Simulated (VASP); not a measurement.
Output of a VASP run:

**OSZICAR**
```
...
DAV:   6    -0.230605409621E+02   -0.94154E-03   -0.12394E-03  3097   0.416E-01    0.194E-01
DAV:   7    -0.230606395670E+02   -0.98605E-04   -0.57542E-04  3067   0.315E-01    0.811E-02
DAV:   8    -0.230605816910E+02    0.57876E-04   -0.11207E-04  2992   0.140E-01    0.220E-02
DAV:   9    -0.230605851646E+02   -0.34736E-05   -0.48783E-06  3307   0.222E-02    0.130E-02
DAV:  10    -0.230605947567E+02   -0.95921E-05   -0.13961E-05  3152   0.314E-02    0.711E-03
DAV:  11    -0.230605974364E+02   -0.26797E-05   -0.41804E-06  2907   0.145E-02    0.389E-03
DAV:  12    -0.230605985858E+02   -0.11494E-05   -0.51020E-06  3122   0.154E-02    0.214E-03
DAV:  13    -0.230605990693E+02   -0.48347E-06   -0.11300E-06  1737   0.785E-03
   4 F= -.23060599E+02 E0= -.23060623E+02  d E =-.116887E+01  mag=    -0.2519
       N       E                     dE             d eps       ncg     rms          rms(c)
DAV:   1    -0.230873916148E+02   -0.26793E-01   -0.47761E-01  3067   0.108E+01    0.188E+00
DAV:   2    -0.230693771477E+02    0.18014E-01   -0.23657E-01  3113   0.621E+00    0.930E-01
DAV:   3    -0.230603713709E+02    0.90058E-02   -0.32619E-02  3118   0.220E+00    0.165E-01
DAV:   4    -0.230599716964E+02    0.39967E-03   -0.19264E-03  3057   0.325E-01    0.686E-02
DAV:   5    -0.230599275925E+02    0.44104E-04   -0.21472E-04  3042   0.192E-01    0.439E-02
DAV:   6    -0.230599415519E+02   -0.13959E-04   -0.17694E-05  3162   0.465E-02    0.281E-02
DAV:   7    -0.230599483122E+02   -0.67602E-05   -0.92005E-06  3017   0.420E-02    0.903E-03
DAV:   8    -0.230599472451E+02    0.10671E-05   -0.99169E-07  1501   0.141E-02    0.311E-03
DAV:   9    -0.230599465971E+02    0.64795E-06   -0.23758E-07  1456   0.517E-03
   5 F= -.23059947E+02 E0= -.23059971E+02  d E =-.116822E+01  mag=    -0.2362
       N       E                     dE             d eps       ncg     rms          rms(c)
DAV:   1    -0.231232872581E+02   -0.63340E-01   -0.10948E+00  3062   0.164E+01    0.280E+00
DAV:   2    -0.230842369812E+02    0.39050E-01   -0.58756E-01  3113   0.960E+00    0.143E+00
DAV:   3    -0.230608177314E+02    0.23419E-01   -0.78827E-02  3134   0.342E+00    0.236E-01
DAV:   4    -0.230600438957E+02    0.77384E-03   -0.40943E-03  3097   0.464E-01    0.113E-01
DAV:   5    -0.230598996707E+02    0.14423E-03   -0.59720E-04  3042   0.329E-01    0.624E-02
DAV:   6    -0.230599216858E+02   -0.22015E-04   -0.55297E-05  3210   0.794E-02    0.444E-02
DAV:   7    -0.230599181015E+02    0.35843E-05   -0.26842E-05  3002   0.728E-02    0.113E-02
DAV:   8    -0.230599188408E+02   -0.73934E-06   -0.19594E-06  2567   0.182E-02
   6 F= -.23059919E+02 E0= -.23059949E+02  d E =0.277563E-04  mag=    -0.2599
       N       E                     dE             d eps       ncg     rms          rms(c)
DAV:   1    -0.230766225692E+02   -0.16704E-01   -0.27621E-01  3067   0.819E+00    0.142E+00
DAV:   2    -0.230664936509E+02    0.10129E-01   -0.13946E-01  3108   0.475E+00    0.719E-01
DAV:   3    -0.230609238350E+02    0.55698E-02   -0.19820E-02  3113   0.171E+00    0.126E-01
DAV:   4    -0.230606972574E+02    0.22658E-03   -0.10018E-03  3037   0.242E-01    0.494E-02
DAV:   5    -0.230606732953E+02    0.23962E-04   -0.10959E-04  3057   0.141E-01    0.355E-02
DAV:   6    -0.230606838352E+02   -0.10540E-04   -0.10339E-05  3092   0.349E-02    0.216E-02
DAV:   7    -0.230606876433E+02   -0.38080E-05   -0.69784E-06  3052   0.363E-02    0.667E-03
DAV:   8    -0.230606871306E+02    0.51268E-06   -0.66750E-07  1466   0.116E-02
   7 F= -.23060687E+02 E0= -.23060708E+02  d E =-.740533E-03  mag=    -0.2467
```

OUTCAR:
```
------------------------ aborting loop because EDIFF is reached ----------------------------------------
  FORCE on cell =-STRESS in cart. coord.  units (eV):
  Direction    XX          YY          ZZ          XY          YZ          ZX
  --------------------------------------------------------------------------------------
  Total       -0.0047891     -0.0047891     -0.0047891      0.0000000      0.0000000     -0.0000000
  in kB       -0.2985269     -0.2985269     -0.2985269      0.0000000      0.0000000     -0.0000000
  external PRESSURE =      -0.2985269 kB  Pullay stress =       0.0000000 kB
  volume of cell :       25.70
      direct lattice vectors                 reciprocal lattice vectors
     2.951160086  0.000000000  0.000000000     0.338849798  0.000000000  0.000000000
    -0.000000000  2.951160086  0.000000000    -0.000000000  0.338849798 -0.000000000
    -0.000000000  0.000000000  2.951160086    -0.000000000 -0.000000000  0.338849798
 POSITION                                       TOTAL-FORCE (eV/Angst)
 -----------------------------------------------------------------------------------
      0.00000      0.00000      0.00000         0.000000      0.000000      0.000000
      1.47558      1.47558      1.47558        -0.000000     -0.000000      0.000000
 -----------------------------------------------------------------------------------
    total drift:                                0.000000      0.000000      0.000000
  FREE ENERGIE OF THE ION-ELECTRON SYSTEM (eV)
  ---------------------------------------------------
  free  energy   TOTEN  =       -23.0606871306 eV

  energy  without entropy=      -23.0607505971  energy(sigma->0) =      -23.06070829

 total charge

# of ion       s       p       d       tot
------------------------------------------
    1        2.263   6.211   3.196  11.670
    2        0.741   0.919   0.000   1.660
--------------------------------------------------
tot          3.005   7.129   3.196  13.330

 magnetization (x)

# of ion       s       p       d       tot
------------------------------------------
    1       -0.004  -0.005  -0.200  -0.208
    2        0.002  -0.005   0.000  -0.003
--------------------------------------------------
tot         -0.002  -0.009  -0.200  -0.211

 reached required accuracy - stopping structural energy minimisation
```
(Selected blocks of OUTCAR.)

POSCAR:
```
VSi
1
    3.4320000000     0.0000000000     0.0000000000
    0.0000000000     3.4320000000     0.0000000000
    0.0000000000     0.0000000000     3.4320000000
V Si
1 1
Direct
  0.0000000000   0.0000000000   0.0000000000
  0.5000000000   0.5000000000   0.5000000000
```

Q: Write an INCAR and KPOINTS that could have produced this output.

A: One answer among several that fit: the input of the run itself, r2SCAN meta-GGA, plane waves, VASP's PBE PAW potentials (set 64).

### INCAR
```
EDIFFG = -0.01   # ionic stop
EDIFF = 1E-6
NSW = 60
LCHARG = .False.
LMAXMIX = 4   # l cut-off of mixed one-centre charges
ALGO = Normal   # blocked Davidson
LWAVE = .False.
SYSTEM = VSi
LASPH = .True.   # aspherical one-centre terms
IBRION = 2
SIGMA = 0.1   # width (eV)
ISIF = 3   # ions, shape and volume
PREC = Accurate
ISMEAR = 1   # Methfessel-Paxton
METAGGA = R2SCAN
LREAL = .False.
ISPIN = 2   # spin-polarised
NELM = 100   # most electronic steps
LORBIT = 10
ENCUT = 400
LMIXTAU = .True.
MAGMOM = 2.0 0.0
```

File KPOINTS:
```
K-points
0
gamma
10 10 10
0 0 0
```

POTCAR, in this order: V_sv Si (PBE.64 set). Program: vasp_std.

Energy and stress use the plane-wave basis of the starting cell.

The structure was generated: VSi was put into the CsCl type type (Pm-3m), which need not be its known phase. This run relaxes it. Symmetry was kept, so distortions that lower it aren't found.
